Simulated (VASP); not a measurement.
OSZICAR of a VASP run on HoPd (space group Pm-3m):

OSZICAR:
```
       N       E                     dE             d eps       ncg     rms          rms(c)
DAV:   1     0.213391049210E+02    0.21339E+02   -0.76583E+03  1608   0.117E+03
DAV:   2    -0.830801962096E+02   -0.10442E+03   -0.99226E+02  2326   0.389E+02
DAV:   3    -0.889370500779E+02   -0.58569E+01   -0.53602E+01  2176   0.685E+01
DAV:   4    -0.892058701705E+02   -0.26882E+00   -0.25380E+00  2157   0.104E+01
DAV:   5    -0.892121871385E+02   -0.63170E-02   -0.63080E-02  2059   0.129E+00    0.341E+01
DAV:   6    -0.840786349146E+02    0.51336E+01   -0.11614E+01  1496   0.343E+01    0.118E+01
DAV:   7    -0.836727107413E+02    0.40592E+00   -0.21026E+00  2285   0.178E+01    0.824E+00
DAV:   8    -0.838201847779E+02   -0.14747E+00   -0.35765E-01  2447   0.722E+00    0.436E+00
DAV:   9    -0.837622736531E+02    0.57911E-01   -0.36455E-01  2303   0.576E+00    0.697E-01
DAV:  10    -0.837870115868E+02   -0.24738E-01   -0.58625E-02  1672   0.286E+00    0.343E-01
DAV:  11    -0.837482261261E+02    0.38785E-01   -0.50561E-02  1942   0.250E+00    0.575E-01
DAV:  12    -0.837801819822E+02   -0.31956E-01   -0.41310E-02  1768   0.184E+00    0.845E-02
DAV:  13    -0.837802327470E+02   -0.50765E-04   -0.11783E-03  1880   0.313E-01    0.950E-02
DAV:  14    -0.837803245001E+02   -0.91753E-04   -0.47051E-05  2078   0.583E-02    0.116E-01
DAV:  15    -0.837806113738E+02   -0.28687E-03   -0.39618E-04  1989   0.184E-01    0.269E-01
DAV:  16    -0.837807339990E+02   -0.12263E-03   -0.25880E-04  2049   0.167E-01    0.290E-01
DAV:  17    -0.837807495922E+02   -0.15593E-04   -0.10080E-04  1701   0.113E-01    0.191E-01
DAV:  18    -0.837806982859E+02    0.51306E-04   -0.99322E-05  1840   0.102E-01    0.135E-01
DAV:  19    -0.837806973605E+02    0.92539E-06   -0.73716E-06  2164   0.272E-02
   1 F= -.83780697E+02 E0= -.83780849E+02  d E =-.837807E+02
       N       E                     dE             d eps       ncg     rms          rms(c)
DAV:   1    -0.844975541635E+02   -0.71686E+00   -0.10026E+01  2080   0.361E+01    0.949E+00
DAV:   2    -0.840494194296E+02    0.44813E+00   -0.68270E+00  2110   0.247E+01    0.443E+00
DAV:   3    -0.838007182165E+02    0.24870E+00   -0.90825E-01  2340   0.107E+01    0.963E-01
DAV:   4    -0.837717826658E+02    0.28936E-01   -0.12769E-01  2309   0.379E+00    0.642E-01
DAV:   5    -0.837765786655E+02   -0.47960E-02   -0.23127E-02  1786   0.175E+00    0.408E-01
DAV:   6    -0.837709902680E+02    0.55884E-02   -0.24722E-02  1957   0.149E+00    0.288E-01
DAV:   7    -0.837770118996E+02   -0.60216E-02   -0.10526E-02  1741   0.100E+00    0.379E-02
DAV:   8    -0.837772808756E+02   -0.26898E-03   -0.91946E-04  1804   0.313E-01    0.252E-02
DAV:   9    -0.837771511682E+02    0.12971E-03   -0.36110E-04  1562   0.218E-01    0.322E-02
DAV:  10    -0.837771675038E+02   -0.16336E-04   -0.23950E-05  2314   0.629E-02    0.143E-02
DAV:  11    -0.837771658495E+02    0.16543E-05   -0.29761E-06  1449   0.187E-02    0.671E-03
DAV:  12    -0.837771602196E+02    0.56299E-05   -0.35985E-06  1661   0.215E-02    0.152E-03
DAV:  13    -0.837771580905E+02    0.21291E-05   -0.45117E-07   798   0.880E-03    0.199E-03
DAV:  14    -0.837771572889E+02    0.80168E-06   -0.95052E-08   758   0.780E-03
   2 F= -.83777157E+02 E0= -.83777352E+02  d E =0.354007E-02
       N       E                     dE             d eps       ncg     rms          rms(c)
DAV:   1    -0.839739851852E+02   -0.19683E+00   -0.27391E+00  1936   0.188E+01    0.430E+00
DAV:   2    -0.838341454243E+02    0.13984E+00   -0.12577E+00  1980   0.113E+01    0.173E+00
DAV:   3    -0.837954296102E+02    0.38716E-01   -0.18155E-01  2348   0.472E+00    0.472E-01
DAV:   4    -0.837890098884E+02    0.64197E-02   -0.25869E-02  2333   0.177E+00    0.285E-01
DAV:   5    -0.837895582120E+02   -0.54832E-03   -0.40377E-03  1746   0.709E-01    0.175E-01
DAV:   6    -0.837894179597E+02    0.14025E-03   -0.73842E-03  1755   0.861E-01    0.117E-01
DAV:   7    -0.837904044234E+02   -0.98646E-03   -0.32304E-03  1531   0.590E-01    0.201E-02
DAV:   8    -0.837904349179E+02   -0.30494E-04   -0.87567E-05  2132   0.819E-02    0.153E-02
DAV:   9    -0.837904375077E+02   -0.25899E-05   -0.15974E-05  1592   0.437E-02    0.117E-02
DAV:  10    -0.837904354466E+02    0.20611E-05   -0.72422E-06  1807   0.252E-02    0.788E-03
DAV:  11    -0.837904348351E+02    0.61151E-06   -0.31992E-06  1384   0.210E-02
   3 F= -.83790435E+02 E0= -.83790603E+02  d E =-.973747E-02
       N       E                     dE             d eps       ncg     rms          rms(c)
DAV:   1    -0.837920150865E+02   -0.15796E-02   -0.21306E-02  2010   0.165E+00    0.389E-01
DAV:   2    -0.837907737484E+02    0.12413E-02   -0.11372E-02  2030   0.105E+00    0.172E-01
DAV:   3    -0.837903838726E+02    0.38988E-03   -0.16328E-03  2368   0.445E-01    0.360E-02
DAV:   4    -0.837902967046E+02    0.87168E-04   -0.24184E-04  2318   0.169E-01    0.272E-02
DAV:   5    -0.837903210617E+02   -0.24357E-04   -0.36031E-05  1586   0.653E-02    0.179E-02
DAV:   6    -0.837903376599E+02   -0.16598E-04   -0.42599E-05  1807   0.622E-02    0.105E-02
DAV:   7    -0.837903659090E+02   -0.28249E-04   -0.19129E-05  1692   0.442E-02    0.223E-03
DAV:   8    -0.837903658719E+02    0.37136E-07   -0.90155E-07   896   0.934E-03
   4 F= -.83790366E+02 E0= -.83790532E+02  d E =-.966851E-02
```

Q: Which electronic solver shows in the log?

A: It is blocked Davidson (ALGO = Normal, or the opening steps of other solvers). The INCAR had ALGO = Normal.

Q: Can the final energy be trusted as converged?

A: Self-consistency was reached. It stopped with EDIFF = 1E-6, NELM = 100, NSW = 60 and EDIFFG = -0.01 after 4 ionic steps (SCAN meta-GGA, plane waves, VASP's PBE PAW potentials (set 64)). The 4f electrons are frozen in the core of the lanthanide potential, so 4f levels, which can set the real gap, and their magnetism are missing. Energy and stress use the plane-wave basis of the starting cell.

The structure comes from a measured HoPd entry (Pm-3m) of the Crystallography Open Database, whose conditions weren't checked. This run relaxes it. Symmetry was kept, so distortions that lower it aren't found. The electron count is odd and the run is not spin-polarised, which forces a metal.
